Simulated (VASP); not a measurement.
# BeSi (Fm-3m) in VASP: reference runs

Reference runs on BeSi: the cell as given.

Program: VASP 6.6.1. These are calculated values, not measurements. Logs are shortened: lines on timing, memory, paths and dates and some standing lists are left out, and cuts for length are marked.

## 1. The structure

Symmetry: Fm-3m, No. 225, cubic system. The conventional cell has a = 4.694 Å, b = 4.694 Å, c = 4.694 Å, α = 90.00°, β = 90.00°, γ = 90.00°. Be (site symmetry m-3m) has 6 Si at 2.35 Å as nearest neighbours. Around Si (site symmetry m-3m) lie 6 Be at 2.35 Å.

The cell was built by a generator and needn't be a form met in nature.

## 2. Single point, PBE

Input file INCAR:

```
SYSTEM = BeSi
PREC     = Accurate       ! precision mode
ENCUT    = 520            ! plane-wave cutoff, eV
EDIFF    = 1E-7           ! SCF threshold, eV
ISMEAR   = -1             ! smearing method
SIGMA    = 0.05           ! smearing width, eV
LREAL    = .FALSE.        ! projectors in reciprocal space
LASPH    = .TRUE.         ! aspherical terms in the spheres
NELM     = 80             ! most SCF steps
ALGO     = Normal         ! electronic algorithm
ISIF     = 2              ! what is computed and relaxed
LWAVE    = .FALSE.        ! write WAVECAR
LCHARG   = .FALSE.        ! write CHGCAR
GGA      = PE             ! functional
NBANDS   = 10             ! bands
```

Input file KPOINTS:

```
regular mesh
0
G
  10 10 10
  0 0 0
```

Input file POSCAR:

```
BeSi
1.0
    0.0000000000      2.3472000000      2.3472000000
    2.3472000000      0.0000000000      2.3472000000
    2.3472000000      2.3472000000      0.0000000000
Be Si
1 1
Direct
    0.0000000000      0.0000000000      0.0000000000
    0.5000000000      0.5000000000      0.5000000000
```

Potentials or basis: VASP PAW PBE potentials, release 64 (Be, Si).

Launch:

```
cat potpaw_PBE.64/Be/POTCAR potpaw_PBE.64/Si/POTCAR > POTCAR
mpirun -np 1 vasp_std > vasp.out
```

OUTCAR:

```text
SYSTEM = BeSi
   PREC = Accurate
   ENCUT = 520
   EDIFF = 1E-7
   ISMEAR = -1
   LREAL = .FALSE.
   LASPH = .TRUE.
   NELM = 80
   ISIF = 2
   GGA = PE

 ion  position               nearest neighbor table
   1  0.000  0.000  0.000-   2 2.35   2 2.35   2 2.35   2 2.35   2 2.35   2 2.35
   2  0.500  0.500  0.500-   1 2.35   1 2.35   1 2.35   1 2.35   1 2.35   1 2.35

  LATTYP: Found a face centered cubic cell.
 ALAT       =     4.6944000000

  Lattice vectors:

 A1 = (   0.0000000000,   2.3472000000,   2.3472000000)
 A2 = (   2.3472000000,   0.0000000000,   2.3472000000)
 A3 = (   2.3472000000,   2.3472000000,   0.0000000000)

Analysis of symmetry for initial positions (statically):
=====================================================================
 Subroutine PRICEL returns:
 Original cell was already a primitive cell.

 Routine SETGRP: Setting up the symmetry group for a
 face centered cubic supercell.

 Subroutine GETGRP returns: Found 48 space group operations
 (whereof 48 operations were pure point group operations)
 out of a pool of 48 trial point group operations.

The static configuration has the point symmetry O_h .

Analysis of symmetry for dynamics (positions and initial velocities):
=====================================================================
 Subroutine PRICEL returns:
 Original cell was already a primitive cell.

 Routine SETGRP: Setting up the symmetry group for a
 face centered cubic supercell.

 Subroutine GETGRP returns: Found 48 space group operations
 (whereof 48 operations were pure point group operations)
 out of a pool of 48 trial point group operations.

The dynamic configuration has the point symmetry O_h .

 Subroutine INISYM returns: Found 48 space group operations
 (whereof 48 operations are pure point group operations),
 and found     1 'primitive' translations

----------------------------------------------------------------------------------------

                                     Primitive cell

  volume of cell :      25.8631

  direct lattice vectors                    reciprocal lattice vectors
     0.000000000  2.347200000  2.347200000    -0.213019768  0.213019768  0.213019768
     2.347200000  0.000000000  2.347200000     0.213019768 -0.213019768  0.213019768
     2.347200000  2.347200000  0.000000000     0.213019768  0.213019768 -0.213019768

  length of vectors
     3.319442074  3.319442074  3.319442074     0.368961062  0.368961062  0.368961062

  position of ions in fractional coordinates (direct lattice)
     0.000000000  0.000000000  0.000000000
     0.500000000  0.500000000  0.500000000

  ion indices of the primitive-cell ions
   primitive index   ion index
                 1           1
                 2           2

----------------------------------------------------------------------------------------

 KPOINTS: regular mesh

Automatic generation of k-mesh.
 Grid dimensions read from file:
 generate k-points for:   10   10   10

 Generating k-lattice:

  Cartesian coordinates                     Fractional coordinates (reciprocal lattice)
    -0.021301977  0.021301977  0.021301977     0.100000000  0.000000000  0.000000000
     0.021301977 -0.021301977  0.021301977     0.000000000  0.100000000  0.000000000
     0.021301977  0.021301977 -0.021301977     0.000000000  0.000000000  0.100000000

  Length of vectors
     0.036896106  0.036896106  0.036896106

  Shift w.r.t. Gamma in fractional coordinates (k-lattice)
     0.000000000  0.000000000  0.000000000

 Subroutine IBZKPT returns following result:
 ===========================================

 Found     47 irreducible k-points:

 Following reciprocal coordinates:
            Coordinates               Weight
  0.000000  0.000000  0.000000      1.000000
  0.100000  0.000000  0.000000      8.000000
  0.200000  0.000000  0.000000      8.000000
  0.300000  0.000000  0.000000      8.000000
  0.400000  0.000000  0.000000      8.000000
  0.500000  0.000000  0.000000      4.000000
[... 16 lines left out ...]
  0.300000  0.300000  0.000000      6.000000
  0.400000  0.300000  0.000000     24.000000
 [... further k-points ...]
   k-points           NKPTS =     47   k-points in BZ     NKDIM =     47   number of bands    NBANDS=     10
   number of dos      NEDOS =    301   number of ions     NIONS =      2
   total plane-waves  NPLWV =  21952
   dimension x,y,z NGX =    28 NGY =   28 NGZ =   28
   dimension x,y,z NGXF=    56 NGYF=   56 NGZF=   56
   ions per type =               1   1
   NGX,Y,Z   is equivalent  to a cutoff of  14.02, 14.02, 14.02 a.u.
   NGXF,Y,Z  is equivalent  to a cutoff of  28.05, 28.05, 28.05 a.u.
 SYSTEM =  BeSi
   PREC   = accura    normal or accurate (medium, high low for compatibility)
   ISTART =      0    job   : 0-new  1-cont  2-samecut
   ICHARG =      2    charge: 1-file 2-atom 10-const
   ISPIN  =      1    spin polarized calculation?
   LNONCOLLINEAR =      F non collinear calculations
   LSORBIT =      F    spin-orbit coupling
   LASPH  =      T    aspherical Exc in radial PAW
   ENCUT  =  520.0 eV  38.22 Ry    6.18 a.u.   6.17  6.17  6.17*2*pi/ulx,y,z
   NELM   =     80;   NELMIN=  2; NELMDL= -5     # of ELM steps
   EDIFF  = 0.1E-06   stopping-criterion for ELM
   LREAL  =      F    real-space projection
   EDIFFG = 0.1E-05   stopping-criterion for IOM
   NSW    =      0    number of steps for IOM
   IBRION =     -1    ionic relax: 0-MD 1-quasi-New 2-CG
   NFREE  =      0    steps in history (QN), initial steepest desc. (CG)
   ISIF   =      2    stress and relaxation
   ISYM   =      2    0-nonsym 1-usesym 2-fastsym
   POTIM  = 0.5000    time-step for ionic-motion
   TEBEG  =    0.0;   TEEND  =   0.0 temperature during run
   PSTRESS=    0.0 pullay stress
   NELECT =       6.0000    total number of electrons
   NUPDOWN=      -1.0000    fix difference up-down
   EMIN   =  10.00;   EMAX   =-10.00  energy-range for DOS
   EFERMI =   0.00;   METHOD = LEGACY
   ISMEAR =    -1;   SIGMA  =   0.05  broadening in eV -4-tet -1-fermi 0-gaus
   EFERMI_NEDOS =   21; number of points for ismear=-14 and -15
   IALGO  =     38    algorithm
   IMIX   =      4    mixing-type and parameters
     AMIX     =   0.40;   BMIX     =  1.00
     AMIX_MAG =   1.60;   BMIX_MAG =  1.00
  volume/ion in A,a.u.               =      12.93        87.27
  Fermi-wavevector in a.u.,A,eV,Ry     =   1.005924  1.900921 13.767504  1.011883
  Thomas-Fermi vector in A             =   2.138634
   LORBIT       =      0    0 simple, 1 ext, 2 COOP (PROOUT), +10 PAW based schemes
   GGA     = PE    functional components
   LHFCALC =     F    Hartree Fock is set to
   AEXX    =    0.0000 exact exchange contribution
   IVDW    =     0    specifies the selected vdW correction
   LEPSILON=     F    determine dielectric tensor
   LRPA    =     F    only Hartree local field effects (RPA)
 non-spin polarized calculation
  energy-cutoff  :      520.00
  volume of cell :       25.86
 maximum number of plane-waves:       725
 NGX is ok and might be reduce to    28
   NGX = 13   NGY = 13   NGZ = 13

 number of electron       6.0000000 magnetization

 Free energy of the ion-electron system (eV)
  ---------------------------------------------------
  ext. energy  EPLUGINS =         0.00000000
  ---------------------------------------------------
  free energy    TOTEN  =        -8.02080964 eV

  energy without entropy =       -8.01297545  energy(sigma->0) =       -8.01689255

 E-fermi :   6.7275     XC(G=0): -10.3944

 val. band max:        6.6956552836   @ k =   0.3000   0.3000   0.0000
 cond. band min:       6.7442905291   @ k =  -0.3000   0.3000   0.1000
 fundamental gap:      0.0486352455
 Fermi energy:         6.7275356202

 k-point     1 :       0.0000    0.0000    0.0000
  band No.  band energies     occupation
      1      -4.9902      2.00000
      2       9.9191      0.00000
      3       9.9191      0.00000
      4       9.9191      0.00000
      5      15.0675      0.00000
      6      15.0675      0.00000
      7      15.0675      0.00000
      8      17.6597      0.00000
      9      17.6597      0.00000
     10      17.6597      0.00000

 k-point     2 :       0.1000    0.0000    0.0000
  band No.  band energies     occupation
      1      -4.8109      2.00000
      2       8.7257      0.00000
      3       9.8066      0.00000
      4       9.8066      0.00000
      5      15.1284      0.00000
      6      15.5364      0.00000
      7      15.5364      0.00000
      8      15.8906      0.00000
      9      15.8906      0.00000
     10      17.2399      0.00000

 k-point     3 :       0.2000    0.0000    0.0000
  band No.  band energies     occupation
      1      -4.2765      2.00000
      2       6.4033      1.99695
      3       9.6158      0.00000
      4       9.6158      0.00000
      5      13.9649      0.00000
      6      13.9649      0.00000
      7      14.7765      0.00000
      8      16.8551      0.00000
      9      16.8551      0.00000
     10      17.0560      0.00000

 k-point     4 :       0.3000    0.0000    0.0000
  band No.  band energies     occupation
      1      -3.4027      2.00000
      2       4.0063      2.00000
      3       9.5652      0.00000
      4       9.5652      0.00000
      5      12.3942      0.00000
      6      12.3942      0.00000
      7      14.2614      0.00000
      8      17.0420      0.00000
      9      18.7192      0.00000
     10      18.7192      0.00000

 k-point     5 :       0.4000    0.0000    0.0000
  band No.  band energies     occupation
      1      -2.2549      2.00000
      2       1.8896      2.00000
      3       9.7767      0.00000
      4       9.7767      0.00000
      5      11.1742      0.00000
      6      11.1742      0.00000
      7      13.8873      0.00000
      8      17.0594      0.00000
      9      20.8987      0.00000
     10      20.8987      0.00000

 k-point     6 :       0.5000    0.0000    0.0000
  band No.  band energies     occupation
      1      -1.3882      2.00000
      2       0.6933      2.00000
      3      10.3019      0.00000
      4      10.3019      0.00000
      5      10.3080      0.00000
      6      10.3080      0.00000
      7      13.7545      0.00000
      8      17.0684      0.00000
      9      22.3646      0.00000
     10      22.3646      0.00000
[... 183 lines left out ...]
 k-point    21 :      -0.3000    0.2000    0.0000
  band No.  band energies     occupation
      1      -2.0299      2.00000
      2       3.1306      2.00000
      3       5.3240      2.00000
      4       8.9548      0.00000
      5      11.5316      0.00000
      6      12.7096      0.00000
      7      17.1482      0.00000
      8      18.6125      0.00000
      9      19.2280      0.00000
     10      19.8915      0.00000

 k-point    22 :      -0.2000    0.2000    0.0000
  band No.  band energies     occupation
      1      -3.1021      2.00000
      2       5.2232      2.00000
      3       5.5009      2.00000
      4      10.2678      0.00000
      5      11.8481      0.00000
      6      12.5408      0.00000
      7      16.5865      0.00000
      8      17.1372      0.00000
      9      18.3158      0.00000
     10      19.3599      0.00000

 k-point    23 :       0.3000    0.3000    0.0000
  band No.  band energies     occupation
      1      -2.8392      2.00000
      2       6.5101      1.97450
      3       6.6957      1.30842
      4       6.6957      1.30842
      5       9.1696      0.00000
      6      11.3610      0.00000
      7      19.4511      0.00000
      8      19.4511      0.00000
      9      20.6829      0.00000
     10      21.9442      0.00000

 k-point    24 :       0.4000    0.3000    0.0000
  band No.  band energies     occupation
      1      -1.9581      2.00000
      2       4.7321      2.00000
      3       5.6866      2.00000
      4       6.4198      1.99576
      5       9.3696      0.00000
      6      11.7754      0.00000
      7      18.3049      0.00000
      8      19.6833      0.00000
      9      22.1587      0.00000
     10      23.1396      0.00000

 [... further k-points ...]

------------------------ aborting loop because EDIFF is reached ----------------------------------------

  FORCE on cell =-STRESS in cart. coord.  units (eV):
  Direction    XX          YY          ZZ          XY          YZ          ZX
  --------------------------------------------------------------------------------------
  -------------------------------------------------------------------------------------
  Total        0.0418943      0.0418943      0.0418943     -0.0000000      0.0000000     -0.0000000
  in kB        2.5952864      2.5952864      2.5952864     -0.0000000      0.0000000     -0.0000000
  external PRESSURE =       2.5952864 kB  Pullay stress =       0.0000000 kB

 VOLUME and BASIS-vectors are now :
 -----------------------------------------------------------------------------
  energy-cutoff  :      520.00
  volume of cell :       25.86
      direct lattice vectors                 reciprocal lattice vectors
     0.000000000  2.347200000  2.347200000    -0.213019768  0.213019768  0.213019768
     2.347200000  0.000000000  2.347200000     0.213019768 -0.213019768  0.213019768
     2.347200000  2.347200000  0.000000000     0.213019768  0.213019768 -0.213019768

 POSITION                                       TOTAL-FORCE (eV/Angst)
 -----------------------------------------------------------------------------------
      0.00000      0.00000      0.00000         0.000000     -0.000000     -0.000000
      2.34720      2.34720      2.34720        -0.000000      0.000000      0.000000
 -----------------------------------------------------------------------------------
    total drift:                                0.000000      0.000000      0.000000

  FREE ENERGIE OF THE ION-ELECTRON SYSTEM (eV)
  ---------------------------------------------------
  free  energy   TOTEN  =        -8.0208096422 eV

  energy  without entropy=       -8.0129754483  energy(sigma->0) =       -8.01689255
```

It took 10 s on 1 thread of AMD EPYC 9R45 (Zen 5), shared host; peak memory 0.11 GiB.

Results:

- Free energy: -8.0208 eV
- Pressure: 0.3 GPa
- Band gap on the k mesh: none (metal or under the smearing width)

Levels at points of the mesh, in eV from the Fermi level:
```csv
k point,band 1,band 2,band 3,band 4,band 5,band 6,band 7,band 8
"(0.00, 0.00, 0.00)",-11.72,3.19,3.19,3.19,8.34,8.34,8.34,10.93
"(0.50, 0.00, 0.00)",-8.12,-6.03,3.57,3.57,3.58,3.58,7.03,10.34
"(0.50, 0.50, 0.00)",-6.04,-5.47,-0.96,-0.96,1.93,3.62,14.59,14.59
```
